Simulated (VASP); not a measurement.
An input for Ansatz (written as the equivalent of a VASP run, and not itself run):

Ansatz 0.2 input:
```yaml
crystal:
  lattice:
    - [3.0680000, 0.0000000, 0.0000000]
    - [0.0000000, 3.0680000, 0.0000000]
    - [0.0000000, 0.0000000, 3.0680000]
  atoms:
    - { symbol: Ti, position: [0.0000000, 0.0000000, 0.0000000] }
    - { symbol: C, position: [0.5000000, 0.5000000, 0.5000000] }
kpoints:
  mp_grid: { grid: [11, 11, 11] }
hamiltonian:
  xc: r2scan
  pseudopotentials: { kind: paw }
scf:
  occupations: { method: methfessel_paxton, width: 0.1 }
  max_iter: 100
relax:
  max_steps: 60
  f_tol: 0.01
  cell: {}
output: { forces: true, stress: true, eigenvalues: true }
```

Problem. Translate this input to VASP (INCAR, KPOINTS, POSCAR, choice of POTCAR).

Solution. This is not unique; one that fits is 
### INCAR
```
SYSTEM=TiC
PREC=Accurate; ENCUT=520; LREAL=F
LASPH=T
EDIFF=1E-6; NELM=100; ALGO=Normal
LMAXMIX=4; LMIXTAU=T
ISMEAR=1; SIGMA=0.1
METAGGA=R2SCAN
IBRION=2; NSW=60; ISIF=3
EDIFFG=-0.01
LWAVE=F; LCHARG=F
```

File KPOINTS:
```
Automatic mesh
0
Gamma
11 11 11
0 0 0
```

**POSCAR**
```
TiC
1.0
  3.0680000000   0.0000000000   0.0000000000
  0.0000000000   3.0680000000   0.0000000000
  0.0000000000   0.0000000000   3.0680000000
Ti C
1 1
Direct
  0.0000000000   0.0000000000   0.0000000000
  0.5000000000   0.5000000000   0.5000000000
```

POTCAR, in this order: Ti_sv C (PBE.64 set). Program: vasp_std.

What does not carry over: each code has its own PAW files, so the cut-off isn't converted (ENCUT is set for VASP's; basis.ecutwfc is left out, and Ansatz then takes the one that its files recommend); Ansatz stops its SCF on the density residual and VASP on the energy change (EDIFF).

The structure was generated: TiC was put into the CsCl type type (Pm-3m), which need not be its known phase. This run relaxes it. Symmetry was kept, so distortions that lower it aren't found.
